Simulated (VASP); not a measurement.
# GW on AlN, part 7 of 7

Aim: the quasiparticle gap of AlN, and what it costs to get it. The cell is of the zinc-blende type, one of the forms listed for this formula. The start is a computed cell from the Materials Project.

VASP 6.6.1, plane waves and PAW; the level of theory is named at each step.

So far, quasiparticle gap on the mesh (eV): step 4 (evGW0, evGW0 on LDA) 5.06; step 5 (evGW, evGW on LDA) 5.50; step 6 (QPGW0, QPGW0 on LDA) 5.31. Also gap on the k-mesh (eV): step 3 (empty bands, functional LDA) 3.22; step 8 (another starting point, HSE06) 4.57.

## (10) G0W0

This step: G0W0 on HSE06; plane waves and PAW (Al_GW, N_GW) (VASP 6.6.1).

G0W0 keeps orbitals and screening fixed and shifts each of the lowest NBANDSGW levels once.

INCAR

```
SYSTEM = AlN
PREC = Accurate
ENCUT = 450
ISMEAR = 0
SIGMA = 0.01
LREAL = .FALSE.
LHFCALC = .TRUE.
AEXX = 0.25
GGA = PE
HFSCREEN = 0.2
LASPH = .TRUE.
NBANDS = 116
PRECFOCK = Fast
ALGO = EVGW0
NELMGW = 1
ENCUTGW = 180
NOMEGA = 48
NBANDSGW = 12
LWAVE = .FALSE.
LCHARG = .FALSE.
```

POSCAR

```
AlN
1.0
    0.0000000000      2.1839935596      2.1839935596
    2.1839935596      0.0000000000      2.1839935596
    2.1839935596      2.1839935596      0.0000000000
Al N
1 1
Direct
    0.0000000000      0.0000000000      0.0000000000
    0.2500000000      0.2500000000      0.2500000000
```

KPOINTS

```
Automatic mesh
0
Gamma
6 6 6
0 0 0
```

The projector-augmented-wave data sets are Al_GW and N_GW (LDA family, release 64).

The run starts from files that an earlier step left in the folder.

Started as:

```
mpirun -np 4 vasp_std
```

The program printed:

```text
[banner, memory and clock lines left out]
running    4 mpi-ranks, on    1 nodes
 distrk:  each k-point on    4 cores,    1 groups
 distr:  one band on    1 cores,    4 groups

 POSCAR found type information on POSCAR AlN
 POSCAR found :  2 types and       2 ions
 [... a notice as in an earlier step ...]

 [... a notice as in an earlier step ...]

 LDA part: xc-table for (Slater+PW92), standard interpolation
 found WAVECAR, reading the header
 POSCAR, INCAR and KPOINTS ok, starting setup
 FFT: planning ... GRIDC
 FFT: planning ... GRID_SOFT
 FFT: planning ... GRID
 reading WAVECAR
 the WAVECAR file was read successfully
 initial charge from wavefunction
 available memory per node:     66.31 GB, setting MAXMEM to     67904

 The Fermi energy was updated, please check that it is located mid-gap
 values below the HOMO (VB) or above the LUMO (CB) will cause erroneous energies
 E-fermi :   6.4544

 calculate exact exchange contribution
 the WAVEDER file was read successfully
energies w=
    0.000    0.000    0.805    0.000    1.606    0.000    2.401    0.000
    3.187    0.000    3.962    0.000    4.724    0.000    5.472    0.000
    6.207    0.000    6.927    0.000    7.636    0.000    8.332    0.000
    9.019    0.000    9.697    0.000   10.369    0.000   11.038    0.000
   11.705    0.000   12.374    0.000   13.047    0.000   13.727    0.000
   14.419    0.000   15.125    0.000   15.850    0.000   16.598    0.000
   17.375    0.000   18.186    0.000   19.039    0.000   19.941    0.000
   20.902    0.000   21.935    0.000   23.051    0.000   24.268    0.000
   25.607    0.000   27.094    0.000   28.764    0.000   30.659    0.000
   32.836    0.000   35.374    0.000   38.378    0.000   42.000    0.000
   46.460    0.000   52.092    0.000   59.435    0.000   69.402    0.000
   83.685    0.000  105.812    0.000  144.554    0.000  229.446    0.000
 responsefunction array rank=     128
 LDA part: xc-table for (Slater+PW92), standard interpolation

 min. memory requirement per mpi rank    162.7 MB, per node    650.8 MB

 allocating  12 responsefunctions rank=   128
 shmem allocating  48 responsefunctions rank=   128
 response function shared by NCSHMEM nodes    1
 Doing           12  frequencies on each core in blocks of           48
NQ=   1    0.0000    0.0000    0.0000,
|.........|.........|.........|.........|.........|.........|.........|.........
 performed        238000 updates of chi_q(r,r)
 total number of BLAS operations         24.32 Gflops
NQ=   2    0.1667    0.0000    0.0000,
|.........|.........|.........|.........|.........|.........|.........|.........
 performed        665000 updates of chi_q(r,r)
 total number of BLAS operations         75.21 Gflops
NQ=   3    0.3333    0.0000    0.0000,
|.........|.........|.........|.........|.........|.........|.........|.........
 performed       1092000 updates of chi_q(r,r)
 total number of BLAS operations        122.02 Gflops
NQ=   4    0.5000    0.0000    0.0000,
|.........|.........|.........|.........|.........|.........|.........|.........
 performed       1452000 updates of chi_q(r,r)
 total number of BLAS operations        163.55 Gflops
NQ=   5    0.1667    0.1667    0.0000,
|.........|.........|.........|.........|.........|.........|.........|.........
 performed       1879000 updates of chi_q(r,r)
 total number of BLAS operations        216.98 Gflops
NQ=   6    0.3333    0.1667    0.0000,
|.........|.........|.........|.........|.........|.........|.........|.........
 performed       2545000 updates of chi_q(r,r)
 total number of BLAS operations        287.53 Gflops
NQ=   7    0.5000    0.1667    0.0000,
|.........|.........|.........|.........|.........|.........|.........|.........
 performed       3211000 updates of chi_q(r,r)
 total number of BLAS operations        358.08 Gflops
NQ=   8   -0.3333    0.1667    0.0000,
|.........|.........|.........|.........|.........|.........|.........|.........
 performed       3877000 updates of chi_q(r,r)
 total number of BLAS operations        428.63 Gflops
NQ=   9   -0.1667    0.1667    0.0000,
|.........|.........|.........|.........|.........|.........|.........|.........
 performed       4454000 updates of chi_q(r,r)
 total number of BLAS operations        485.57 Gflops
NQ=  10    0.3333    0.3333    0.0000,
|.........|.........|.........|.........|.........|.........|.........|.........
 performed       4881000 updates of chi_q(r,r)
 total number of BLAS operations        529.23 Gflops
NQ=  11    0.5000    0.3333    0.0000,
|.........|.........|.........|.........|.........|.........|.........|.........
 performed       5547000 updates of chi_q(r,r)
 total number of BLAS operations        598.56 Gflops
NQ=  12   -0.3333    0.3333    0.0000,
|.........|.........|.........|.........|.........|.........|.........|.........
 performed       6124000 updates of chi_q(r,r)
 total number of BLAS operations        660.75 Gflops
NQ=  13    0.5000    0.5000    0.0000,
|.........|.........|.........|.........|.........|.........|.........|.........
 performed       6445000 updates of chi_q(r,r)
 total number of BLAS operations        695.37 Gflops
NQ=  14    0.5000    0.3333    0.1667,
|.........|.........|.........|.........|.........|.........|.........|.........
 performed       7195000 updates of chi_q(r,r)
 total number of BLAS operations        768.00 Gflops
NQ=  15   -0.3333    0.3333    0.1667,
|.........|.........|.........|.........|.........|.........|.........|.........
 performed       7900000 updates of chi_q(r,r)
 total number of BLAS operations        838.83 Gflops
NQ=  16   -0.3333    0.5000    0.1667,
|.........|.........|.........|.........|.........|.........|.........|.........
 performed       8480000 updates of chi_q(r,r)
 total number of BLAS operations        897.08 Gflops
 resolving degeneracies of screened two electron integrals

 calculate QP shifts <psi_nk| G(iteration)W_0 |psi_nk>: iteration 1
 entering main loop
```

Elapsed: 72 s, on 4 MPI ranks of AMD EPYC 9R45, shared host; peak memory 1.1 GiB; 4.7 min of CPU time.

Parts of OUTCAR (step 10):

```text
   NELECT =       8.0000    total number of electrons

 E-fermi :   6.4544

 QP shifts <psi_nk| G(iteration)W_0 |psi_nk>: iteration 1
 for sc-GW calculations column KS-energies equals QP-energies in previous step
 and V_xc(KS)=  KS-energies - (<T + V_ion + V_H > + <T+V_H+V_ion>^1  + <V_x>^1)
 k-point   1 :       0.0000    0.0000    0.0000
  band No.  KS-energies  QP-energies   sigma(KS)   V_xc(KS)     V^pw_x(r,r')   Z            occupation Imag(sigma)
      1     -12.2963     -12.3715     -17.4235     -17.3248     -24.8715       0.7618       2.0000       1.2203
      2       4.1709       3.7696     -18.1536     -17.6539     -20.7992       0.8030       2.0000       0.0861
      3       4.1709       3.7696     -18.1536     -17.6539     -20.7992       0.8030       2.0000       0.0861
      4       4.1709       3.7696     -18.1536     -17.6539     -20.7992       0.8030       2.0000       0.0861
      5       9.7358      10.2375     -11.2838     -11.8868      -7.5448       0.8320       0.0000      -0.0548
      6      18.4051      18.9491      -8.8156      -9.4740      -4.0346       0.8262       0.0000      -0.1032
      7      18.4051      18.9491      -8.8156      -9.4740      -4.0346       0.8262       0.0000      -0.1032
      8      18.4051      18.9491      -8.8156      -9.4740      -4.0346       0.8262       0.0000      -0.1032
    ...

 k-point   2 :       0.1667    0.0000    0.0000
  band No.  KS-energies  QP-energies   sigma(KS)   V_xc(KS)     V^pw_x(r,r')   Z            occupation Imag(sigma)
      1     -11.8728     -11.9376     -17.5882     -17.5023     -24.9778       0.7543       2.0000       1.1601
      2       2.2025       1.7316     -16.8689     -16.2764     -19.7126       0.7947       2.0000       0.0948
      3       4.0251       3.6152     -18.0759     -17.5647     -20.7483       0.8020       2.0000       0.0864
      4       4.0251       3.6152     -18.0759     -17.5647     -20.7483       0.8020       2.0000       0.0864
      5      11.2260      11.7678     -11.8123     -12.4693      -7.9235       0.8247       0.0000      -0.0570
      6      17.5046      18.0408      -9.4220     -10.0749      -4.6532       0.8212       0.0000      -0.1032
      7      18.5969      19.1118      -8.8689      -9.4958      -3.9903       0.8212       0.0000      -0.1178
      8      18.5969      19.1118      -8.8689      -9.4958      -3.9903       0.8212       0.0000      -0.1178
    ...

[... 8 parts as in an earlier step ...]

[... 8 further parts left out ...]
```

Numbers from this step:

```
quasiparticle gap on the mesh                 : 5.320 eV
smallest direct quasiparticle gap on the mesh : 6.468 eV
gap of the starting orbitals on the mesh      : 4.567 eV
```

GW takes the gap from 4.567 to 5.320 eV. That is +559 meV against the one-shot pass on LDA. The value holds for 116 bands, ENCUTGW = 180 eV and this mesh, and isn't shown to be converged in them.

## (11) Summary

This step: GW series: evGW0 on LDA, evGW on LDA, QPGW0 on LDA, G0W0 on HSE06; plane waves and PAW (VASP 6.6.1).

Derived from the runs above.

Cost is wall time times ranks on a shared host, with the step that makes the empty bands. GW runs:

```
        level  bands  ENCUTGW (eV)  NOMEGA  k mesh  starting gap (eV)  quasiparticle gap (eV)  direct gap (eV)  cost (core minutes)
 evGW0 on LDA    116           180      48   6x6x6              3.221                   5.059            6.146                17.51
  evGW on LDA    116           180      48   6x6x6              3.221                   5.504            6.598                17.51
 QPGW0 on LDA    116           180      48   6x6x6              3.221                    5.31            6.294                60.25
G0W0 on HSE06    116           180      48   6x6x6              4.567                    5.32            6.468                 17.6
```

## (12) Outcome

| Item | Value |
| --- | --- |
| evGW0 on LDA, 116 bands, ENCUTGW 180 eV, NOMEGA 48, mesh 6×6×6 | 3.221 → 5.059 eV |
| evGW on LDA, 116 bands, ENCUTGW 180 eV, NOMEGA 48, mesh 6×6×6 | 3.221 → 5.504 eV |
| QPGW0 on LDA, 116 bands, ENCUTGW 180 eV, NOMEGA 48, mesh 6×6×6 | 3.221 → 5.310 eV |
| G0W0 on HSE06, 116 bands, ENCUTGW 180 eV, NOMEGA 48, mesh 6×6×6 | 4.567 → 5.320 eV |

What this shows: evGW0 gives a quasiparticle gap of 5.059 eV on the mesh, 1.84 eV over the LDA gap on the same mesh. On mesh and path the starting valence top lies at Γ, or a path point next to it and level with it, and the conduction bottom at (0.5, 0.5, 0), so the starting gap is indirect. At the starting level the gap on the GW mesh lies within 20 meV of that on the path. Over the final values of the levels run here the gap spans 5.06 to 5.50 eV. In evGW0 the first pass, which is the one-shot result, gives 4.761 eV and pass 4 gives 5.059 eV; the last pass changed the gap by +7 meV, so the loop is converged. In evGW the first pass, which is the one-shot result, gives 4.761 eV and pass 4 gives 5.504 eV; the last pass changed the gap by +51 meV, so more passes would move it further. In QPGW0 the first pass gives 4.765 eV and pass 4 gives 5.310 eV; the last pass changed the gap by +56 meV, so more passes would move it further. One-shot gaps: 4.761 eV from LDA and 5.320 eV from HSE06. The starting gaps span 1.35 eV and the one-shot gaps 0.56 eV. Bands, response cutoff and mesh weren't tested for convergence. The given cell is kept, although it stands at -5.3 GPa at LDA and ENCUT = 450 eV, which holds the mismatch of the given cell with this functional and any basis-set error. Not tabulated here, as repeats of values shown or as unfit to read for their mesh, reference level or band range: eps2 curves (empty bands); eps1 curves and static values (empty bands); gaps (empty bands).

[Lines on the potential files, build, host, timing and source positions are cut from VASP's logs without a mark.]

[Logs are printed without paths, hosts, clocks, repeated set-up lines and the standing remarks that a program may print on its own settings, such as how far it seeks lower states.]

[Hosts, paths, dates, database ids (printed as entryN), source tags and the programs' standing remarks are cut or masked in the printed files.]

[Pressures printed for these runs are not shown converged in the cutoff: they can be off by several GPa and have the wrong sign.]
